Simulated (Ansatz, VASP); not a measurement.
# Cross-check of BAs between VASP and Ansatz, part 2 of 3

One calculation is typed for both programs; each brings its own data sets. How far apart do they land? The cell is taken from a series of runs on this material, whose earlier steps may have relaxed, scaled, displaced or heated it; both programs get it as it stands.

VASP 6.6.1 and Ansatz 0.2.0.

So far: The starting structure; Ansatz: zone-centre phonons, LDA, pair 1.

## Step 3: VASP: zone-centre phonons, LDA, pair 1

Level of this step: LDA; plane waves and PAW (B, As) (VASP).

The same cell, functional (in two slightly different forms) and mesh now go to VASP, with its own data sets.

Lines of VASP's logs that name or quote its potential files are left out, and so is its time.

INCAR

```
SYSTEM = BAs
PREC = Accurate
ENCUT = 500
EDIFF = 1E-08
NELM = 120
ISMEAR = 0
SIGMA = 0.01
LREAL = .FALSE.
ALGO = Normal
GGA = CA
NBANDS = 10
LORBIT = 11
LWAVE = .FALSE.
LCHARG = .FALSE.
ISIF = 2
IBRION = 8
LEPSILON = .TRUE.
LASPH = .TRUE.
GGA_COMPAT = .FALSE.
EFERMI = MIDGAP
KPAR = 2
```

POSCAR

```
BAs
1.0
    0.0000000000      2.3814991677      2.3814991677
    2.3814991677      0.0000000000      2.3814991677
    2.3814991677      2.3814991677      0.0000000000
B As
1 1
Direct
    0.0000000000      0.0000000000      0.0000000000
    0.7500000000      0.7500000000      0.7500000000
```

KPOINTS

```
Automatic mesh
0
Gamma
12 12 12
0 0 0
```

Potentials, in the order of the species: B and As (LDA family, release 64).

The run is started by

```bash
$ mpirun -np 2 vasp_std
```

Numbers of over 12 decimals in the logs are rounded to 6 here.

The log of the run:

```text
[banner, memory and clock lines left out]
running    2 mpi-ranks, on    1 nodes
 distrk:  each k-point on    1 cores,    2 groups
 distr:  one band on    1 cores,    1 groups

 POSCAR found type information on POSCAR B As
 POSCAR found :  2 types and       2 ions
 LDA part: xc-table for (Slater(with rela. corr.)+CA(PZ))
 , standard interpolation
 POSCAR, INCAR and KPOINTS ok, starting setup
 FFT: planning ... GRIDC
 FFT: planning ... GRID_SOFT
 FFT: planning ... GRID
 WAVECAR not read
 entering main loop
       N       E                     dE             d eps       ncg     rms          rms(c)
DAV:   1     0.948200049126E+01    0.94820E+01   -0.37094E+03  1440   0.679E+02
DAV:   2    -0.130784530894E+02   -0.22560E+02   -0.21551E+02  2006   0.104E+02
DAV:   3    -0.136643573057E+02   -0.58590E+00   -0.58496E+00  1732   0.167E+01
DAV:   4    -0.136658927264E+02   -0.15354E-02   -0.15353E-02  1748   0.958E-01
DAV:   5    -0.136658953566E+02   -0.26302E-05   -0.26302E-05  1700   0.396E-02    0.508E+00
DAV:   6    -0.130196140147E+02    0.64628E+00   -0.17790E+00  1548   0.580E+00    0.240E+00
DAV:   7    -0.129378421575E+02    0.81772E-01   -0.20122E-01  1748   0.240E+00    0.892E-01
DAV:   8    -0.129245698890E+02    0.13272E-01   -0.24609E-02  1558   0.872E-01    0.101E-01
DAV:   9    -0.129245940596E+02   -0.24171E-04   -0.72525E-04  1652   0.179E-01    0.572E-02
DAV:  10    -0.129246007347E+02   -0.66750E-05   -0.84855E-05  1546   0.555E-02    0.138E-02
DAV:  11    -0.129246021607E+02   -0.14260E-05   -0.15655E-06  1730   0.929E-03    0.126E-02
DAV:  12    -0.129246020004E+02    0.16028E-06   -0.81408E-07  1586   0.399E-03    0.284E-03
DAV:  13    -0.129246020028E+02   -0.23771E-08   -0.30866E-08  1668   0.128E-03
   1 F= -.12924602E+02 E0= -.12924602E+02  d E =0.000000E+00
 Linear response reoptimize wavefunctions to high precision
DAV:   1    -0.129246020020E+02    0.75931E-09   -0.57303E-09  1588   0.351E-04
DAV:   2    -0.129246020020E+02   -0.23988E-10   -0.13609E-10   912   0.969E-05
 Linear response G [H, r] |phi>, progress :
  Direction:   1
       N       E                     dE             d eps       ncg     rms
RMM:   1    -0.477869954384E+02   -0.47787E+02   -0.63425E+01  3645   0.457E+01
RMM:   2    -0.365328230374E+02    0.11254E+02   -0.28722E+00  2381   0.112E+01
RMM:   3    -0.365436879745E+02   -0.10865E-01   -0.60217E-03  2486   0.909E-01
RMM:   4    -0.365453484574E+02   -0.16605E-02    0.16260E-03  2548   0.100E-01
RMM:   5    -0.365455193676E+02   -0.17091E-03    0.18834E-04  2559   0.120E-02
RMM:   6    -0.365455368684E+02   -0.17501E-04    0.17910E-05  2562   0.217E-03
RMM:   7    -0.365455386569E+02   -0.17885E-05   -0.58596E-08  2355   0.845E-04
RMM:   8    -0.365455389440E+02   -0.28713E-06   -0.24415E-06  2154   0.687E-04
RMM:   9    -0.365455389465E+02   -0.25057E-08   -0.39073E-06  1996   0.670E-04
RMM:  10    -0.365455389354E+02    0.11069E-07   -0.95692E-06  1790   0.670E-04
RMM:  11    -0.365455389822E+02   -0.46741E-07   -0.15441E-05  1603   0.672E-04
 Linear response G [H, r] |phi>, progress :
  Direction:   2
       N       E                     dE             d eps       ncg     rms
RMM:   1    -0.466306118518E+02   -0.46631E+02   -0.84390E+01  3645   0.435E+01
RMM:   2    -0.380959610855E+02    0.85347E+01   -0.18541E+00  2358   0.965E+00
RMM:   3    -0.381179864609E+02   -0.22025E-01    0.45820E-03  2506   0.736E-01
RMM:   4    -0.381197777086E+02   -0.17912E-02    0.16511E-03  2540   0.803E-02
RMM:   5    -0.381199438070E+02   -0.16610E-03    0.18650E-04  2571   0.979E-03
RMM:   6    -0.381199608716E+02   -0.17065E-04    0.19179E-05  2538   0.188E-03
RMM:   7    -0.381199626177E+02   -0.17461E-05    0.17232E-06  2305   0.786E-04
RMM:   8    -0.381199628073E+02   -0.18964E-06   -0.29471E-07  2135   0.655E-04
RMM:   9    -0.381199628187E+02   -0.11409E-07   -0.10912E-06  2028   0.641E-04
RMM:  10    -0.381199628447E+02   -0.25983E-07   -0.39386E-06  1817   0.641E-04
RMM:  11    -0.381199628611E+02   -0.16438E-07   -0.12156E-05  1653   0.643E-04
 Linear response G [H, r] |phi>, progress :
  Direction:   3
       N       E                     dE             d eps       ncg     rms
RMM:   1    -0.255159120796E+02   -0.25516E+02    0.11708E+02  3456   0.428E+01
RMM:   2    -0.223370763079E+02    0.31788E+01   -0.24275E+00  2345   0.987E+00
RMM:   3    -0.223322597868E+02    0.48165E-02   -0.31124E-02  2483   0.912E-01
RMM:   4    -0.223319822808E+02    0.27751E-03   -0.39140E-04  2560   0.104E-01
RMM:   5    -0.223319750120E+02    0.72688E-05   -0.14182E-05  2528   0.131E-02
RMM:   6    -0.223319744256E+02    0.58639E-06   -0.18171E-06  2536   0.217E-03
RMM:   7    -0.223319743552E+02    0.70454E-07   -0.20505E-06  2299   0.735E-04
RMM:   8    -0.223319743425E+02    0.12721E-07   -0.65786E-07  2101   0.549E-04
RMM:   9    -0.223319743759E+02   -0.33456E-07   -0.12464E-07  1890   0.530E-04
RMM:  10    -0.223319743766E+02   -0.64242E-09   -0.11138E-06  1708   0.530E-04
RMM:  11    -0.223319743772E+02   -0.68629E-09   -0.34995E-06  1533   0.531E-04
 Linear response to external field (no local field effect), progress :
  Direction:   1
       N       E                     dE             d eps       ncg     rms          rms(c)
RMM:   1    -0.830163437269E+00   -0.83016E+00   -0.38310E+00  3285   0.333E+00
[...]
dielectric tensor                  component  3 :     1.293    -1.732     5.539
 Linear response to external field, progress :
  Direction:   1
       N       E                     dE             d eps       ncg     rms          rms(c)
RMM:   1    -0.667742899911E+00   -0.66774E+00   -0.30364E+00 12663   0.300E+00
RMM:   2    -0.683850419293E+00   -0.16108E-01   -0.71184E-03  9270   0.413E-01    0.126E+00
RMM:   3    -0.668266622965E+00    0.15584E-01   -0.64435E-03  9444   0.459E-01    0.724E-01
RMM:   4    -0.690266124341E+00   -0.22000E-01   -0.84389E-03  9285   0.543E-01    0.730E-02
RMM:   5    -0.693572642223E+00   -0.33065E-02   -0.13642E-04  9573   0.736E-02    0.873E-03
RMM:   6    -0.693691057626E+00   -0.11842E-03   -0.89295E-07  9725   0.680E-03    0.460E-03
RMM:   7    -0.693753699389E+00   -0.62642E-04   -0.13591E-07  9730   0.296E-03    0.294E-04
RMM:   8    -0.693762446899E+00   -0.87475E-05    0.51668E-09  9798   0.237E-04    0.112E-04
RMM:   9    -0.693759280716E+00    0.31662E-05    0.74607E-09  8882   0.107E-04    0.240E-05
RMM:  10    -0.693759460856E+00   -0.18014E-06    0.53364E-09  5591   0.335E-05    0.358E-06
 change of polarisation eV/A/(eV/A) component  1 :     1.303     0.339     0.210
 dielectric tensor                  component  1 :     9.727     2.269     1.404
 Linear response to external field, progress :
  Direction:   2
       N       E                     dE             d eps       ncg     rms          rms(c)
RMM:   1    -0.667744091922E+00   -0.66774E+00   -0.30364E+00 12664   0.300E+00
RMM:   2    -0.683851256208E+00   -0.16107E-01   -0.70577E-03  9267   0.413E-01    0.126E+00
RMM:   3    -0.668266735438E+00    0.15585E-01   -0.64313E-03  9440   0.459E-01    0.724E-01
RMM:   4    -0.690266996978E+00   -0.22000E-01   -0.84272E-03  9282   0.543E-01    0.730E-02
RMM:   5    -0.693572509246E+00   -0.33055E-02   -0.13665E-04  9571   0.736E-02    0.873E-03
RMM:   6    -0.693691213773E+00   -0.11870E-03   -0.91029E-07  9726   0.680E-03    0.460E-03
RMM:   7    -0.693753866555E+00   -0.62653E-04   -0.14268E-07  9733   0.296E-03    0.294E-04
RMM:   8    -0.693762579485E+00   -0.87129E-05   -0.72017E-09  9785   0.237E-04    0.111E-04
RMM:   9    -0.693759423367E+00    0.31561E-05   -0.36263E-09  8904   0.108E-04    0.244E-05
RMM:  10    -0.693759624506E+00   -0.20114E-06    0.47702E-09  5559   0.331E-05    0.462E-06
 change of polarisation eV/A/(eV/A) component  2 :     0.280     1.303     0.208
 dielectric tensor                  component  2 :     1.876     9.727     1.394
 Linear response to external field, progress :
  Direction:   3
       N       E                     dE             d eps       ncg     rms          rms(c)
RMM:   1    -0.667866241792E+00   -0.66787E+00   -0.30376E+00 12663   0.300E+00
RMM:   2    -0.683850670033E+00   -0.15984E-01   -0.70808E-03  9270   0.412E-01    0.126E+00
RMM:   3    -0.668266544547E+00    0.15584E-01   -0.64432E-03  9446   0.459E-01    0.724E-01
RMM:   4    -0.690266191389E+00   -0.22000E-01   -0.84388E-03  9285   0.543E-01    0.730E-02
RMM:   5    -0.693572743135E+00   -0.33066E-02   -0.13651E-04  9572   0.736E-02    0.873E-03
RMM:   6    -0.693691121321E+00   -0.11838E-03   -0.88409E-07  9727   0.680E-03    0.460E-03
RMM:   7    -0.693753779520E+00   -0.62658E-04   -0.13208E-07  9733   0.297E-03    0.294E-04
RMM:   8    -0.693762520083E+00   -0.87406E-05    0.53687E-09  9787   0.237E-04    0.111E-04
RMM:   9    -0.693759355728E+00    0.31644E-05    0.71619E-09  8886   0.108E-04    0.242E-05
RMM:  10    -0.693759543482E+00   -0.18775E-06    0.14883E-08  5596   0.333E-05    0.424E-06
 change of polarisation eV/A/(eV/A) component  3 :     0.231     0.318     1.303
 dielectric tensor                  component  3 :     1.546     2.128     9.727
 Linear response DOF=           2
 Linear response progress:
  Degree of freedom:   1/  2
       N       E                     dE             d eps       ncg     rms          rms(c)
RMM:   1    -0.435379365042E-01   -0.43538E-01    0.77201E-04 13217   0.109E+00
RMM:   2    -0.406107242170E-01    0.29272E-02   -0.96306E-04  8792   0.216E-01    0.998E-02
RMM:   3    -0.406619619886E-01   -0.51238E-04   -0.66053E-05  9234   0.668E-02    0.523E-02
RMM:   4    -0.409411896534E-01   -0.27923E-03   -0.75449E-05  9066   0.617E-02    0.746E-03
RMM:   5    -0.409232966155E-01    0.17893E-04    0.39723E-06  9587   0.689E-03    0.700E-04
RMM:   6    -0.409214748538E-01    0.18218E-05    0.31768E-07  9547   0.562E-04    0.269E-04
RMM:   7    -0.409208040392E-01    0.67081E-06    0.13445E-07  9738   0.265E-04    0.477E-05
RMM:   8    -0.409209099619E-01   -0.10592E-06    0.64952E-08  9815   0.646E-05    0.128E-05
RMM:   9    -0.409208677210E-01    0.42241E-07    0.59872E-08 10227   0.442E-05    0.177E-06
RMM:  10    -0.409208671961E-01    0.52498E-09    0.74858E-08  9279   0.353E-05    0.368E-07
 first order change of Fermi-energy   0.23766E+01
 force on displaced ion       1 direction 1 : -16.589  -0.000  -0.000
 Born effective charge ion    1 direction 1 :  -0.525   0.000   0.000
 Linear response progress:
  Degree of freedom:   2/  2
       N       E                     dE             d eps       ncg     rms          rms(c)
RMM:   1    -0.401138314658E-01   -0.40114E-01    0.30514E-02 13419   0.115E+00
RMM:   2    -0.379300101512E-01    0.21838E-02   -0.13898E-03  8927   0.216E-01    0.968E-02
RMM:   3    -0.377728064568E-01    0.15720E-03   -0.10548E-04  9521   0.269E-02    0.566E-02
RMM:   4    -0.377933544072E-01   -0.20548E-04   -0.10049E-04  9360   0.300E-02    0.315E-03
RMM:   5    -0.377816882169E-01    0.11666E-04   -0.63087E-06  9755   0.264E-03    0.837E-04
RMM:   6    -0.377780083735E-01    0.36798E-05   -0.96375E-08  9699   0.492E-04    0.141E-04
RMM:   7    -0.377772561275E-01    0.75225E-06   -0.16156E-07  9969   0.109E-04    0.427E-05
RMM:   8    -0.377771843315E-01    0.71796E-07   -0.35052E-07  9543   0.475E-05    0.147E-05
RMM:   9    -0.377772349026E-01   -0.50571E-07   -0.40452E-07 10289   0.338E-05    0.631E-07
RMM:  10    -0.377772433616E-01   -0.84590E-08   -0.43564E-07  7491   0.291E-05    0.242E-07
RMM:  11    -0.377772543141E-01   -0.10952E-07   -0.55681E-07  6332   0.291E-05    0.114E-07
RMM:  12    -0.377772535080E-01    0.80607E-09   -0.54166E-07  5259   0.291E-05    0.156E-08
 first order change of Fermi-energy  -0.23763E+01
 force on displaced ion       2 direction 1 : -16.586  -0.000  -0.000
 Born effective charge ion    2 direction 1 :   0.520   0.000   0.000
 Born effective charges drift removed
 Linear response finished
```

From OUTCAR (step 3):

```text
ion  position               nearest neighbor table
   1  0.000  0.000  0.000-   2 2.06   2 2.06   2 2.06   2 2.06
   2  0.750  0.750  0.750-   1 2.06   1 2.06   1 2.06   1 2.06

  LATTYP: Found a face centered cubic cell.
 ALAT       =     4.7629983354

 Subroutine GETGRP returns: Found 24 space group operations
 (whereof 24 operations were pure point group operations)

The static configuration has the point symmetry T_d .

 Found     72 irreducible k-points:

   k-points           NKPTS =     72   k-points in BZ     NKDIM =     72   number of bands    NBANDS=     10

   dimension x,y,z NGX =    28 NGY =   28 NGZ =   28
   dimension x,y,z NGXF=    56 NGYF=   56 NGZF=   56

   ENCUT  =  500.0 eV  36.75 Ry    6.06 a.u.   6.14  6.14  6.14*2*pi/ulx,y,z

   NELECT =       8.0000    total number of electrons

 k-points in reciprocal lattice and weights: Automatic mesh
   0.00000000  0.00000000  0.00000000       0.001
   0.08333333  0.00000000  0.00000000       0.005
   0.16666667  0.00000000  0.00000000       0.005
   0.25000000  0.00000000  0.00000000       0.005
   0.33333333  0.00000000  0.00000000       0.005
   0.41666667  0.00000000  0.00000000       0.005
   0.50000000  0.00000000  0.00000000       0.002
   0.08333333  0.08333333  0.00000000       0.003
   0.16666667  0.08333333  0.00000000       0.014
[...]
-0.33333333  0.50000000  0.16666667       0.007
  -0.25000000  0.50000000  0.25000000       0.003

 average (electrostatic) potential at core
       1 -31.8392       2 -51.9039

  Total       -0.3159315     -0.3159315     -0.3159315     -0.0000000     -0.0000000     -0.0000000
  in kB      -18.7379551    -18.7379551    -18.7379551     -0.0000000     -0.0000000     -0.0000000
  external PRESSURE =     -18.7379551 kB  Pullay stress =       0.0000000 kB

  energy-cutoff  :      500.00
  volume of cell :       27.01
      direct lattice vectors                 reciprocal lattice vectors
     0.000000000  2.381499168  2.381499168    -0.209951784  0.209951784  0.209951784
     2.381499168  0.000000000  2.381499168     0.209951784 -0.209951784  0.209951784
     2.381499168  2.381499168  0.000000000     0.209951784  0.209951784 -0.209951784

 POSITION                                       TOTAL-FORCE (eV/Angst)
 -----------------------------------------------------------------------------------
      0.00000      0.00000      0.00000         0.000000      0.000000      0.000000
      3.57225      3.57225      3.57225        -0.000000     -0.000000     -0.000000
 -----------------------------------------------------------------------------------
    total drift:                                0.000000      0.000000      0.000000

 MACROSCOPIC STATIC DIELECTRIC TENSOR (including local field effects in DFT)
 ------------------------------------------------------
           9.727191     0.000000    -0.000000
          -0.000000     9.727191     0.000000
           0.000000    -0.000000     9.727191
 ------------------------------------------------------

 PIEZOELECTRIC TENSOR (including local field effects)  for field in x, y, z        (C/m^2)
          XX          YY          ZZ          XY          YZ          ZX
  --------------------------------------------------------------------------------
  x     0.00000    -0.00000     0.00000     0.00000    -0.09627     0.00000
  y    -0.00000    -0.00000     0.00000     0.00000     0.00000    -0.09627
  z     0.00000    -0.00000     0.00000    -0.09627     0.00000     0.00000

 BORN EFFECTIVE CHARGES (including local field effects) (in |e|, cummulative output)
 ---------------------------------------------------------------------------------
 ion    1
    1    -0.52041     0.00000     0.00000
    2    -0.00000    -0.52041    -0.00000
    3    -0.00000    -0.00000    -0.52041
 ion    2
    1     0.52041     0.00000    -0.00000
    2     0.00000     0.52041     0.00000
    3     0.00000     0.00000     0.52041

 Eigenvectors and eigenvalues of the dynamical matrix
 ----------------------------------------------------

   1 f  =   20.715557 THz   130.159686 2PiTHz  690.996618 cm-1    85.672623 meV
             X         Y         Z           dx          dy          dz
      0.000000  0.000000  0.000000    -0.934837    0.000000    0.000000
      3.572249  3.572249  3.572249     0.355076   -0.000000    0.000000

   2 f  =   20.715557 THz   130.159686 2PiTHz  690.996618 cm-1    85.672623 meV
             X         Y         Z           dx          dy          dz
      0.000000  0.000000  0.000000     0.000000   -0.000000   -0.934837
      3.572249  3.572249  3.572249     0.000000   -0.000000    0.355076

   3 f  =   20.715557 THz   130.159686 2PiTHz  690.996618 cm-1    85.672623 meV
             X         Y         Z           dx          dy          dz
      0.000000  0.000000  0.000000    -0.000000   -0.934837    0.000000
      3.572249  3.572249  3.572249     0.000000    0.355076    0.000000

   4 f/i=    0.000681 THz     0.004277 2PiTHz    0.022704 cm-1     0.002815 meV
             X         Y         Z           dx          dy          dz
      0.000000  0.000000  0.000000    -0.352287   -0.044416    0.000000
      3.572249  3.572249  3.572249    -0.927495   -0.116938    0.000000

   5 f/i=    0.000681 THz     0.004277 2PiTHz    0.022704 cm-1     0.002815 meV
             X         Y         Z           dx          dy          dz
      0.000000  0.000000  0.000000     0.043117   -0.341981   -0.085257
      3.572249  3.572249  3.572249     0.113517   -0.900362   -0.224464

   6 f/i=    0.000681 THz     0.004277 2PiTHz    0.022704 cm-1     0.002815 meV
             X         Y         Z           dx          dy          dz
      0.000000  0.000000  0.000000     0.010665   -0.084588    0.344689
      3.572249  3.572249  3.572249     0.028078   -0.222701    0.907489

 MACROSCOPIC STATIC DIELECTRIC TENSOR IONIC CONTRIBUTION
 ------------------------------------------------------
           0.109369     0.000000    -0.000000
           0.000000     0.109369     0.000000
          -0.000000     0.000000     0.109369
 ------------------------------------------------------

 ELASTIC MODULI CONTR FROM IONIC RELAXATION (kBar)
 Direction    XX          YY          ZZ          XY          YZ          ZX
 --------------------------------------------------------------------------------
 XX          -0.0000     -0.0000     -0.0000     -0.0000     -0.0000      0.0000
 YY          -0.0000     -0.0000     -0.0000     -0.0000     -0.0000      0.0000
 ZZ          -0.0000     -0.0000     -0.0000     -0.0000     -0.0000      0.0000
 XY          -0.0000     -0.0000     -0.0000   -172.3854      0.0000      0.0000
 YZ          -0.0000     -0.0000     -0.0000      0.0000   -172.3854      0.0000
 ZX           0.0000      0.0000      0.0000      0.0000      0.0000   -172.3854
 --------------------------------------------------------------------------------

 PIEZOELECTRIC TENSOR IONIC CONTR  for field in x, y, z        (C/m^2)
          XX          YY          ZZ          XY          YZ          ZX
  --------------------------------------------------------------------------------
  x     0.00000     0.00000     0.00000    -0.00000     0.12920     0.00000
  y    -0.00000    -0.00000    -0.00000     0.00000     0.00000     0.12920
  z     0.00000     0.00000     0.00000     0.12920     0.00000     0.00000
```

## Step 4: Differences

Known differences besides the potentials themselves: the two LDA forms differ slightly; fixed occupations in Ansatz, narrow Gaussian smearing in VASP; VASP's response is taken on the typed mesh, Ansatz refines its own for the field response alone; the data sets hold 18 valence electrons in Ansatz (on its PAW soft_1 files) and 8 in VASP; the cutoff is 420 eV in Ansatz and 500 eV in VASP; VASP's log shows a relativistic correction to its local exchange, Ansatz's none. Total energies have different zeros and are not compared.

Compared:

```csv
quantity,Ansatz,VASP,difference
ε∞ xx,9.73,9.73,+0.08 %
ε∞ yy,9.73,9.73,+0.08 %
ε∞ zz,9.73,9.73,+0.08 %
Born charge of B1 (mean of the diagonal) (e),-0.48,-0.52,+0.04
Born charge of As2 (mean of the diagonal) (e),0.48,0.52,-0.04
optical mode 1 to 3 (cm⁻¹),686.0,691.0,-0.72 %
```

Modes are paired by rising frequency, not by their patterns, so a pair may set unlike modes beside each other; they are those without the splitting of longitudinal modes.

(Part 2 of 3 ends here.)

[Lines on the potential files, build, host, timing and source positions are cut from VASP's logs without a mark.]

[Logs are printed without paths, hosts, clocks, repeated set-up lines and the standing remarks that a program may print on its own settings, such as how far it seeks lower states.]

[Hosts, paths, dates, database ids (printed as entryN), source tags and the programs' standing remarks are cut or masked in the printed files.]
